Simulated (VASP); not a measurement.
Output of a VASP run:

**OSZICAR**
```
       N       E                     dE             d eps       ncg     rms          rms(c)
DAV:   1     0.897166759250E+02    0.89717E+02   -0.84191E+03   120   0.166E+03
DAV:   2    -0.416537701502E+01   -0.93882E+02   -0.91937E+02   120   0.279E+02
DAV:   3    -0.582090274820E+01   -0.16555E+01   -0.16538E+01   148   0.508E+01
DAV:   4    -0.582945112299E+01   -0.85484E-02   -0.85478E-02   134   0.291E+00
DAV:   5    -0.582955692534E+01   -0.10580E-03   -0.10580E-03   155   0.374E-01    0.102E+01
DAV:   6    -0.586120481067E+01   -0.31648E-01   -0.20325E+01   127   0.113E+02    0.689E+00
DAV:   7    -0.464301580975E+01    0.12182E+01   -0.45798E+00   135   0.131E+02    0.224E+00
DAV:   8    -0.465383474352E+01   -0.10819E-01   -0.38571E-01   148   0.875E+00    0.146E+00
DAV:   9    -0.464146336429E+01    0.12371E-01   -0.41844E-02   127   0.530E+00    0.108E-01
DAV:  10    -0.464135037597E+01    0.11299E-03   -0.24520E-03   157   0.128E+00    0.374E-02
DAV:  11    -0.464133491292E+01    0.15463E-04   -0.22117E-04   149   0.338E-01    0.208E-02
DAV:  12    -0.464133360317E+01    0.13097E-05   -0.98269E-06   157   0.688E-02    0.170E-03
DAV:  13    -0.464133362131E+01   -0.18141E-07   -0.14069E-07    88   0.938E-03
   1 F= -.46413336E+01 E0= -.46353751E+01  d E =-.119170E-01
```

File OUTCAR:
```
------------------------ aborting loop because EDIFF is reached ----------------------------------------
  FORCE on cell =-STRESS in cart. coord.  units (eV):
  Direction    XX          YY          ZZ          XY          YZ          ZX
  --------------------------------------------------------------------------------------
  Total        0.2030421      0.2030421      0.2030421      0.0000000      0.0000000     -0.0000000
  in kB       12.6715786     12.6715786     12.6715786      0.0000000      0.0000000     -0.0000000
  external PRESSURE =      12.6715786 kB  Pullay stress =       0.0000000 kB
  volume of cell :       25.67
      direct lattice vectors                 reciprocal lattice vectors
     2.950000000  0.000000000  0.000000000     0.338983051  0.000000000  0.000000000
     0.000000000  2.950000000  0.000000000     0.000000000  0.338983051  0.000000000
     0.000000000  0.000000000  2.950000000     0.000000000  0.000000000  0.338983051
 POSITION                                       TOTAL-FORCE (eV/Angst)
 -----------------------------------------------------------------------------------
      1.47500      1.47500      1.47500         0.000000      0.000000      0.000000
      0.00000      0.00000      0.00000         0.000000      0.000000      0.000000
 -----------------------------------------------------------------------------------
    total drift:                                0.000000     -0.000000      0.000000
  FREE ENERGIE OF THE ION-ELECTRON SYSTEM (eV)
  ---------------------------------------------------
  free  energy   TOTEN  =        -4.6413336213 eV

  energy  without entropy=       -4.6294166645  energy(sigma->0) =       -4.63537514
```
(Selected blocks of OUTCAR.)

File POSCAR:
```
CuZn
1
    2.9500000000     0.0000000000     0.0000000000
    0.0000000000     2.9500000000     0.0000000000
    0.0000000000     0.0000000000     2.9500000000
Zn Cu
1 1
Direct
  0.5000000000   0.5000000000   0.5000000000
  0.0000000000   0.0000000000   0.0000000000
```

Problem. Write an INCAR and KPOINTS that could have produced this output.

Solution. This is not unique; one that fits is the input of the run itself, PBE GGA, plane waves, VASP's PBE PAW potentials (set 64).

### INCAR
```
ALGO=Normal
EDIFF=1E-6
ENCUT=300
GGA=PE
ISIF=2
ISMEAR=0
LASPH=.TRUE.
LCHARG=.FALSE.
LMAXMIX=4
LREAL=.FALSE.
LWAVE=.FALSE.
NELM=100
PREC=Accurate
SIGMA=0.05
SYSTEM=CuZn
```

KPOINTS:
```
Regular mesh
0
gamma
3 3 3
0 0 0
```

POTCAR, in this order: Zn Cu (PBE.64 set). Program: vasp_std.

At this cut-off the stress carries a Pulay error, which pulls relaxed volumes low.

The structure is a typed CuZn crystal (Pm-3m). The cell was not relaxed at this level. The k-mesh is coarse (spacing up to 0.71 per Å, 2π included), so the numbers may not be converged in it. The run is one of a series of settings (KPOINTS 3×3×3 Γ-centred mesh against the base run), some of them coarse on purpose. The electron count is odd and the run is not spin-polarised, which forces a metal.
